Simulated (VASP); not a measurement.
# CdS (P6_3mc) in VASP: notebook, part 2 of 2

VASP 6.6.1. The steps go on from the part before.

## 3. Band structure, LDA

Contents of POSCAR:

```
CdS                                     
1.0
    4.1688897967      0.0000000000      0.0000000000
   -2.0844448484      3.6103644707      0.0000000000
    0.0000000000      0.0000000000      6.7801618396
  Cd              S             
     2     2
Direct
     0.6666666699999979    0.3333333300000021    0.5001861622150443
     0.3333333300000021    0.6666666699999979    0.0001861622150443
     0.6666666699999979    0.3333333300000021    0.8768138377849510
     0.3333333300000021    0.6666666699999979    0.3768138377849510
```

Contents of INCAR.step1:

```
SYSTEM = CdS
PREC = Accurate
ENCUT = 450
EDIFF = 1E-6
ISMEAR = 0
SIGMA = 0.02
LREAL = .False.
LASPH = .True.
NELM = 120
ALGO = Fast
ISIF = 2
LWAVE = .False.
LCHARG = .True.
GGA = CA
KPAR = 4
```

Contents of KPOINTS.step1:

```
regular mesh
0
Gamma
  10 10 6
  0 0 0
```

Contents of INCAR.step2:

```
SYSTEM = CdS
PREC = Accurate
ENCUT = 450
EDIFF = 1E-6
ISMEAR = 0
SIGMA = 0.05
LREAL = .False.
LASPH = .True.
NELM = 120
ALGO = Fast
ISIF = 2
LWAVE = .False.
LCHARG = .False.
GGA = CA
KPAR = 4
ICHARG = 11
```

Contents of KPOINTS.step2:

```
path GMKGALHA,LM,KH
15
line-mode
reciprocal
 0.0000000000  0.0000000000  0.0000000000  G
 0.5000000000  0.0000000000  0.0000000000  M

 0.5000000000  0.0000000000  0.0000000000  M
 0.3333333333  0.3333333333  0.0000000000  K

 0.3333333333  0.3333333333  0.0000000000  K
 0.0000000000  0.0000000000  0.0000000000  G

 0.0000000000  0.0000000000  0.0000000000  G
 0.0000000000  0.0000000000  0.5000000000  A

 0.0000000000  0.0000000000  0.5000000000  A
 0.5000000000  0.0000000000  0.5000000000  L

 0.5000000000  0.0000000000  0.5000000000  L
 0.3333333333  0.3333333333  0.5000000000  H

 0.3333333333  0.3333333333  0.5000000000  H
 0.0000000000  0.0000000000  0.5000000000  A

 0.5000000000  0.0000000000  0.5000000000  L
 0.5000000000  0.0000000000  0.0000000000  M

 0.3333333333  0.3333333333  0.0000000000  K
 0.3333333333  0.3333333333  0.5000000000  H
```

Potentials or basis: VASP PAW LDA potentials, release 64 (Cd, S).

Launch:

```console
$ cat potpaw_LDA.64/Cd/POTCAR potpaw_LDA.64/S/POTCAR > POTCAR
$ cp INCAR.step1 INCAR
$ cp KPOINTS.step1 KPOINTS
$ mpirun -np 4 vasp_std > vasp.out
$ cp INCAR.step2 INCAR
$ cp KPOINTS.step2 KPOINTS
$ mpirun -np 4 vasp_std > vasp.out
```

It took 42 s on 4 MPI ranks of AMD EPYC 9R45 (Zen 5), shared host; peak memory 0.28 GiB.

Results (log left out):

| Item | Value |
| --- | --- |
| Band gap on the k mesh | 0.90 eV, direct |
| Band gap along the path | 0.90 eV, direct |

Levels at the corners of the path, in eV from the valence-band top:
```
point  band 16  band 17  band 18  band 19  band 20  band 21
    Γ    -0.04     0.00     0.00     0.90     2.53     6.29
    M    -1.84    -1.28    -0.74     3.48     3.66     4.91
    M    -1.84    -1.28    -0.74     3.48     3.66     4.91
    K    -1.82    -1.82    -1.62     4.47     4.87     4.87
    K    -1.82    -1.82    -1.62     4.47     4.87     4.87
    Γ    -0.04     0.00     0.00     0.90     2.53     6.29
    Γ    -0.04     0.00     0.00     0.90     2.53     6.29
    A    -0.38    -0.38    -0.38     2.59     2.59     5.95
    A    -0.38    -0.38    -0.38     2.59     2.59     5.95
    L    -1.32    -1.30    -1.30     3.24     3.24     5.18
    L    -1.32    -1.30    -1.30     3.24     3.24     5.18
    H    -2.40    -1.09    -1.09     4.15     4.15     5.89
    H    -2.40    -1.09    -1.09     4.15     4.15     5.89
    A    -0.38    -0.38    -0.38     2.59     2.59     5.95
    L    -1.32    -1.30    -1.30     3.24     3.24     5.18
    M    -1.84    -1.28    -0.74     3.48     3.66     4.91
    K    -1.82    -1.82    -1.62     4.47     4.87     4.87
    H    -2.40    -1.09    -1.09     4.15     4.15     5.89
```

Caveat: the log is that of the step along the path at fixed density, whose energy, stress, charges and moments have no meaning.

## 4. Band structure, PBE

POSCAR is that of step 3.

INCAR.step1, as its differences from that of step 3:

```diff
@@ -13,3 +13,3 @@
 LCHARG = .True.
-GGA = CA
+GGA = PE
 KPAR = 4
```

KPOINTS.step1 is that of step 3.

INCAR.step2, as its differences from that of step 3:

```diff
@@ -13,3 +13,3 @@
 LCHARG = .False.
-GGA = CA
+GGA = PE
 KPAR = 4
```

KPOINTS.step2 is that of step 3.

Potentials or basis: VASP PAW PBE potentials, release 64 (Cd, S).

Launch:

```console
$ cat potpaw_PBE.64/Cd/POTCAR potpaw_PBE.64/S/POTCAR > POTCAR
$ cp INCAR.step1 INCAR
$ cp KPOINTS.step1 KPOINTS
$ mpirun -np 4 vasp_std > vasp.out
$ cp INCAR.step2 INCAR
$ cp KPOINTS.step2 KPOINTS
$ mpirun -np 4 vasp_std > vasp.out
```

Run time: 42 s. Hardware: 4 MPI ranks of AMD EPYC 9R45 (Zen 5), shared host; peak memory 0.31 GiB.

Results (log left out):

* Band gap on the k mesh: 1.16 eV, direct
* Band gap along the path: 1.16 eV, direct

Levels at the corners of the path, in eV from the valence-band top:
```
point  band 16  band 17  band 18  band 19  band 20  band 21
    Γ    -0.04     0.00     0.00     1.16     2.76     6.48
    M    -1.79    -1.23    -0.72     3.67     3.88     5.12
    M    -1.79    -1.23    -0.72     3.67     3.88     5.12
    K    -1.77    -1.77    -1.58     4.71     5.02     5.02
    K    -1.77    -1.77    -1.58     4.71     5.02     5.02
    Γ    -0.04     0.00     0.00     1.16     2.76     6.48
    Γ    -0.04     0.00     0.00     1.16     2.76     6.48
    A    -0.37    -0.37    -0.37     2.81     2.81     6.16
    A    -0.37    -0.37    -0.37     2.81     2.81     6.16
    L    -1.29    -1.27    -1.27     3.47     3.47     5.37
    L    -1.29    -1.27    -1.27     3.47     3.47     5.37
    H    -2.33    -1.07    -1.07     4.35     4.35     6.12
    H    -2.33    -1.07    -1.07     4.35     4.35     6.12
    A    -0.37    -0.37    -0.37     2.81     2.81     6.17
    L    -1.29    -1.27    -1.27     3.47     3.47     5.37
    M    -1.79    -1.23    -0.72     3.67     3.88     5.12
    K    -1.77    -1.77    -1.58     4.71     5.02     5.02
    H    -2.33    -1.07    -1.07     4.35     4.35     6.12
```

Caveat: the log is that of the step along the path at fixed density, whose energy, stress, charges and moments have no meaning.

## 5. Summary

| task | level | potentials or basis | k mesh | further INCAR settings | gap on the mesh (eV) |
| --- | --- | --- | --- | --- | --- |
| dielectric tensor | PBE | VASP PAW PBE potentials, release 64 (Cd, S) | 9 × 9 × 5 | ALGO = Fast; EDIFF = 1e-08; IBRION = 8 | 1.16 |
| band structure | LDA | VASP PAW LDA potentials, release 64 (Cd, S) | 10 × 10 × 6 | ALGO = Fast; EDIFF = 1e-06 | 0.90 |
| band structure | PBE | VASP PAW PBE potentials, release 64 (Cd, S) | 10 × 10 × 6 | ALGO = Fast; EDIFF = 1e-06 | 1.16 |

Alike in all rows: no spin polarisation; cell as given; cutoff (eV) 450; smearing gaussian 0.02 eV.

Total energies depend on the potentials used, so only differences within one code and one set of settings carry meaning.

## 6. Against experiment

Step 2. Measured gap of CdS: 2.5809 eV (quoted in “Isotope dependence of band-gap energy”, 2008, arxiv:0807.2152). This calculation gives 1.16 eV (-1.42 eV). So large a miss can be the level of theory's own, or it may mean another phase, state or a wrong row. Spin-orbit coupling on Cd is left out. The value is that of PBE, without temperature or zero-point motion. Semilocal functionals fall short of measured gaps as a rule. The cell is a database's relaxed one, not the measured one, which moves gaps too.

Step 3. Measured gap of CdS: 2.5809 eV (quoted in “Isotope dependence of band-gap energy”, 2008, arxiv:0807.2152). This calculation gives 0.90 eV (-1.68 eV). So large a miss can be the level of theory's own, or it may mean another phase, state or a wrong row. Spin-orbit coupling on Cd is left out. The value is that of LDA, without temperature or zero-point motion. Semilocal functionals fall short of measured gaps as a rule. The cell is a database's relaxed one, not the measured one, which moves gaps too.

Step 4. A measured gap of CdS is 2.5809 eV (quoted in “Isotope dependence of band-gap energy”, 2008, arxiv:0807.2152); the calculated 1.16 eV misses it by -1.42 eV. So large a miss can be the level of theory's own, or it may mean another phase, state or a wrong row. Spin-orbit coupling on Cd is left out. The value is that of PBE, without temperature or zero-point motion. Semilocal functionals fall short of measured gaps as a rule. The cell is a database's relaxed one, not the measured one, which moves gaps too.
